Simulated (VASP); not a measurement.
Input:

```
CELL_PARAMETERS angstrom
      0.00000     2.15550     2.15550
      2.15550     0.00000     2.15550
      2.15550     2.15550     0.00000
ATOMIC_POSITIONS crystal
  Al 0.00000 0.00000 0.00000
  N  0.25000 0.25000 0.25000
```

Method: PBEsol GGA, VASP's PBE PAW potentials (set 64) (plane waves; VASP). Numerical set-up: 620 eV cut-off, 11×11×11 Γ-centred mesh, Gaussian smearing of 0.050 eV, potentials Al N.

Problem. What does the run give for the energy per atom (σ→0), pressure?

Solution. 
```yaml
energy per atom (σ→0): -7.792 eV/atom
pressure: 9.99 GPa
```

Total energies compare only between runs with the same potentials, cut-off and functional.

The compound is AlN in the zinc blende structure, a metastable form; wurtzite is the usual one. It was relaxed first under an external pressure of 10 GPa.
